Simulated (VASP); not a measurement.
Computed with G0W0 on PBE orbitals, VASP's PBE PAW potentials (set 64) (plane waves; VASP).

VASP input:

**INCAR**
```
SYSTEM = BAs
PREC = Normal
ENCUT = 500
ALGO = EVGW0
LREAL = .FALSE.
LASPH = .TRUE.
ISMEAR = 0
SIGMA = 0.01
GGA = PE
LWAVE = .FALSE.
LCHARG = .FALSE.
NELMGW = 1
NBANDS = 160
NOMEGA = 64
ENCUTGW = 200
NBANDSGW = 12
LSPECTRALGW = .TRUE.
```

POSCAR:
```
BAs
2.390
  0.0000000000   1.0000000000   1.0000000000
  1.0000000000   0.0000000000   1.0000000000
  1.0000000000   1.0000000000   0.0000000000
B As
1 1
Cart
  0.0000000000   0.0000000000   0.0000000000
  0.5000000000   0.5000000000   0.5000000000
```

File KPOINTS:
```
Automatic mesh
0
Gamma
4 4 4
0 0 0
```

POTCAR, in this order: B_GW As_GW (PBE.64 set). Program: vasp_std. Read from the step before: WAVECAR, WAVEDER.

What VASP printed:

### OSZICAR
```
energies w=
    0.000    0.000    0.600    0.000    1.198    0.000    1.794    0.000
    2.386    0.000    2.973    0.000    3.553    0.000    4.128    0.000
    4.694    0.000    5.254    0.000    5.805    0.000    6.349    0.000
    6.886    0.000    7.415    0.000    7.937    0.000    8.454    0.000
    8.965    0.000    9.472    0.000    9.974    0.000   10.474    0.000
   10.972    0.000   11.470    0.000   11.967    0.000   12.466    0.000
   12.968    0.000   13.473    0.000   13.984    0.000   14.502    0.000
   15.029    0.000   15.565    0.000   16.113    0.000   16.676    0.000
   17.255    0.000   17.852    0.000   18.471    0.000   19.115    0.000
   19.787    0.000   20.490    0.000   21.230    0.000   22.012    0.000
   22.841    0.000   23.725    0.000   24.671    0.000   25.689    0.000
   26.792    0.000   27.991    0.000   29.305    0.000   30.752    0.000
   32.359    0.000   34.157    0.000   36.184    0.000   38.492    0.000
   41.146    0.000   44.234    0.000   47.876    0.000   52.236    0.000
   57.552    0.000   64.174    0.000   72.648    0.000   83.866    0.000
   99.399    0.000  122.290    0.000  159.309    0.000  229.186    0.000
NQ=   1    0.0000    0.0000    0.0000,
 performed        110000 updates of chi_q(r,r)
NQ=   2    0.2500    0.0000    0.0000,
 performed        328000 updates of chi_q(r,r)
NQ=   3    0.5000    0.0000    0.0000,
 performed        515000 updates of chi_q(r,r)
NQ=   4    0.2500    0.2500    0.0000,
 performed        733000 updates of chi_q(r,r)
NQ=   5    0.5000    0.2500    0.0000,
 performed       1035000 updates of chi_q(r,r)
NQ=   6   -0.2500    0.2500    0.0000,
 performed       1306000 updates of chi_q(r,r)
NQ=   7    0.5000    0.5000    0.0000,
 performed       1470000 updates of chi_q(r,r)
NQ=   8   -0.2500    0.5000    0.2500,
 performed       1680000 updates of chi_q(r,r)
 resolving degeneracies of screened two electron integrals
```

OUTCAR:
```


 k-point   1 :       0.0000    0.0000    0.0000
  band No.  KS-energies  QP-energies   sigma(KS)   V_xc(KS)     V^pw_x(r,r')   Z            occupation Imag(sigma)

      1      -9.2164     -10.0446     -12.7973     -11.6469     -19.5729       0.7200       2.0000       1.2273
      2       6.1827       5.5802     -13.3559     -12.5917     -14.3070       0.7884       2.0000       0.0413
      3       6.1827       5.5802     -13.3559     -12.5917     -14.3070       0.7884       2.0000       0.0413
      4       6.1827       5.5802     -13.3559     -12.5917     -14.3070       0.7884       2.0000       0.0413
      5       9.4395       9.6604     -11.0957     -11.3769      -6.5768       0.7853       0.0000      -0.0711
      6       9.4395       9.6604     -11.0957     -11.3769      -6.5768       0.7853       0.0000      -0.0711
      7       9.4395       9.6604     -11.0957     -11.3769      -6.5768       0.7853       0.0000      -0.0711
      8      10.8218      11.2713     -12.0159     -12.6081      -6.4580       0.7589       0.0000      -0.1079
      9      15.7379      15.6541      -8.9955      -8.8890      -3.0314       0.7881       0.0000      -0.2682
     10      19.1018      19.0448     -10.4749     -10.4014      -4.3606       0.7761       0.0000      -0.3215
     11      19.1018      19.0448     -10.4749     -10.4014      -4.3606       0.7761       0.0000      -0.3215
     12      20.5156      20.4645      -9.0706      -9.0057      -2.4923       0.7868       0.0000      -0.5183

 k-point   2 :       0.2500    0.0000    0.0000
  band No.  KS-energies  QP-energies   sigma(KS)   V_xc(KS)     V^pw_x(r,r')   Z            occupation Imag(sigma)

      1      -8.2157      -8.9781     -12.8205     -11.7454     -19.2691       0.7092       2.0000       1.0780
      2       1.2400       0.5171     -12.7723     -11.8164     -15.3152       0.7562       2.0000       0.1204
      3       5.0318       4.4112     -13.1392     -12.3485     -14.4100       0.7849       2.0000       0.0494
      4       5.0318       4.4112     -13.1392     -12.3485     -14.4100       0.7849       2.0000       0.0494
      5       9.2218       9.4453     -11.3195     -11.6061      -6.5563       0.7798       0.0000      -0.0759
      6      10.8151      11.0398     -11.1386     -11.4278      -6.2004       0.7772       0.0000      -0.0915
      7      10.8151      11.0398     -11.1386     -11.4278      -6.2004       0.7772       0.0000      -0.0915
      8      14.0613      14.3262     -11.3961     -11.7498      -5.1356       0.7488       0.0000      -0.2087
      9      17.3837      17.3155      -9.9225      -9.8349      -3.9818       0.7801       0.0000      -0.2931
     10      17.3837      17.3155      -9.9225      -9.8349      -3.9818       0.7801       0.0000      -0.2931
     11      17.4473      17.4020      -9.1375      -9.0793      -2.9614       0.7778       0.0000      -0.3381
     12      20.8435      20.8736      -9.7951      -9.8345      -2.9947       0.7635       0.0000      -0.5456

 k-point   3 :       0.5000    0.0000    0.0000
  band No.  KS-energies  QP-energies   sigma(KS)   V_xc(KS)     V^pw_x(r,r')   Z            occupation Imag(sigma)

      1      -6.3482      -7.0420     -13.0776     -12.1273     -18.8289       0.7300       2.0000       0.8224
      2      -2.6050      -3.3981     -12.3428     -11.2484     -16.6062       0.7247       2.0000       0.3751
      3       4.3595       3.7048     -13.1635     -12.3238     -14.7380       0.7796       2.0000       0.0572
      4       4.3595       3.7048     -13.1635     -12.3238     -14.7380       0.7796       2.0000       0.0572
      5       8.8466       9.0408     -11.3571     -11.6056      -6.6325       0.7812       0.0000      -0.0728
      6      10.9427      11.1113     -10.6543     -10.8693      -5.6535       0.7837       0.0000      -0.0956
      7      10.9427      11.1113     -10.6543     -10.8693      -5.6535       0.7837       0.0000      -0.0956
      8      15.0358      15.0481      -9.5951      -9.6113      -3.2567       0.7596       0.0000      -0.2499
      9      18.8801      19.0150     -10.2137     -10.3926      -3.3576       0.7535       0.0000      -0.4197
     10      20.7209      20.7976     -10.5526     -10.6538      -3.5476       0.7579       0.0000      -0.5672
     11      20.7209      20.7976     -10.5526     -10.6538      -3.5476       0.7579       0.0000      -0.5672
     12      22.4382      22.6048     -11.2519     -11.4742      -3.7320       0.7495       0.0000      -0.8101

 k-point   4 :       0.2500    0.2500    0.0000
  band No.  KS-energies  QP-energies   sigma(KS)   V_xc(KS)     V^pw_x(r,r')   Z            occupation Imag(sigma)

      1      -7.8712      -8.6098     -12.8077     -11.7712     -19.1513       0.7125       2.0000       1.0333
      2       2.0790       1.3777     -13.3366     -12.4184     -15.6240       0.7638       2.0000       0.1005
      3       3.4754       2.8023     -12.8366     -11.9680     -14.6021       0.7750       2.0000       0.0669
      4       3.4754       2.8023     -12.8366     -11.9680     -14.6021       0.7750       2.0000       0.0669
      5       7.8230       7.8856     -10.5306     -10.6095      -6.2509       0.7934       0.0000      -0.0618
      6      10.6803      10.7806     -10.2286     -10.3570      -5.0859       0.7819       0.0000      -0.0962
      7      13.5565      13.8469     -11.6173     -11.9983      -5.8330       0.7620       0.0000      -0.1736
      8      13.5565      13.8469     -11.6173     -11.9983      -5.8330       0.7620       0.0000      -0.1736
      9      16.4333      16.5948     -11.1221     -11.3345      -4.6689       0.7606       0.0000      -0.3139
     10      19.9712      20.1051      -9.8783     -10.0522      -3.2500       0.7700       0.0000      -0.4883
     11      20.5919      20.5538     -10.4870     -10.4378      -4.0759       0.7754       0.0000      -0.4461
     12      23.4531      23.3235      -9.3843      -9.2159      -2.4138       0.7695       0.0000      -0.7520

 k-point   5 :       0.5000    0.2500    0.0000
  band No.  KS-energies  QP-energies   sigma(KS)   V_xc(KS)     V^pw_x(r,r')   Z            occupation Imag(sigma)

      1      -5.9426      -6.6172     -13.0255     -12.0937     -18.6055       0.7240       2.0000       0.7521
      2      -1.5371      -2.3281     -12.8514     -11.7715     -16.7288       0.7325       2.0000       0.2878
      3       1.4447       0.7075     -12.4996     -11.5363     -14.8606       0.7652       2.0000       0.1123
      4       3.0031       2.3064     -12.8734     -11.9690     -14.8574       0.7704       2.0000       0.0746
      5       8.5552       8.5974     -10.2910     -10.3443      -5.7493       0.7917       0.0000      -0.0691
      6      12.0073      12.2300     -10.8553     -11.1446      -5.3194       0.7696       0.0000      -0.1271
      7      13.8324      13.9841     -11.1144     -11.3131      -5.3462       0.7638       0.0000      -0.1754
      8      14.0684      14.3134     -11.1854     -11.5079      -5.2235       0.7599       0.0000      -0.1964
      9      18.1582      18.3161     -10.9587     -11.1693      -3.9246       0.7496       0.0000      -0.4348
     10      21.1551      21.1481     -10.5471     -10.5381      -3.6414       0.7744       0.0000      -0.5839
     11      21.8814      22.0138     -10.5670     -10.7417      -3.3154       0.7578       0.0000      -0.6931
     12      23.2257      23.2337     -10.1279     -10.1384      -3.0999       0.7555       0.0000      -0.7158

 k-point   6 :      -0.2500    0.2500    0.0000
  band No.  KS-energies  QP-energies   sigma(KS)   V_xc(KS)     V^pw_x(r,r')   Z            occupation Imag(sigma)

      1      -6.6990      -7.4205     -12.9432     -11.9528     -18.8258       0.7285       2.0000       0.8673
      2      -0.4631      -1.2209     -13.0136     -11.9855     -16.4151       0.7371       2.0000       0.2079
      3       1.0885       0.3452     -12.2980     -11.3209     -14.7657       0.7608       2.0000       0.1212
      4       4.2127       3.5572     -13.0671     -12.2265     -14.6166       0.7798       2.0000       0.0576
      5       9.6750       9.8326     -10.6946     -10.8956      -5.8645       0.7838       0.0000      -0.0797
      6      12.2729      12.5524     -11.1672     -11.5328      -5.6350       0.7644       0.0000      -0.1353
      7      13.1262      13.3954     -11.1363     -11.4871      -5.4406       0.7672       0.0000      -0.1538
      8      13.5512      13.6887     -11.1158     -11.2975      -5.1737       0.7570       0.0000      -0.1781
      9      16.5221      16.4170      -9.8923      -9.7589      -4.1999       0.7880       0.0000      -0.2444
     10      18.3017      18.3574     -10.4256     -10.4993      -3.6980       0.7553       0.0000      -0.4181
     11      21.7776      21.9723     -10.7213     -10.9786      -3.3439       0.7568       0.0000      -0.7056
     12      23.5025      23.3471      -9.5815      -9.3778      -2.6779       0.7632       0.0000      -0.6710

 k-point   7 :       0.5000    0.5000    0.0000
  band No.  KS-energies  QP-energies   sigma(KS)   V_xc(KS)     V^pw_x(r,r')   Z            occupation Imag(sigma)

      1      -5.0332      -5.6369     -13.0768     -12.2448     -18.2260       0.7256       2.0000       0.6048
      2      -2.3457      -3.1723     -12.9866     -11.8321     -17.3669       0.7160       2.0000       0.3725
      3       2.1001       1.3763     -12.7811     -11.8325     -15.1095       0.7630       2.0000       0.0917
      4       2.1001       1.3763     -12.7811     -11.8325     -15.1095       0.7630       2.0000       0.0917
      5       7.5962       7.5001     -10.1685     -10.0477      -5.8207       0.7953       0.0000      -0.0635
      6       7.6077       7.6491      -9.9485     -10.0003      -5.5888       0.7996       0.0000      -0.0630
      7      17.5233      17.8588     -11.8569     -12.3151      -4.4983       0.7322       0.0000      -0.4609
      8      17.5233      17.8588     -11.8569     -12.3151      -4.4983       0.7322       0.0000      -0.4609
      9      19.0321      19.3208     -11.2918     -11.6832      -3.8665       0.7378       0.0000      -0.5075
...
```
(Selected blocks of OUTCAR.)

The mesh is coarse and the basis finite, so the quasiparticle values are not converged.

The compound is BAs in the zinc blende structure. The cell was not relaxed at this level. The k-mesh is coarse (spacing up to 0.57 per Å, 2π included), so the numbers may not be converged in it.
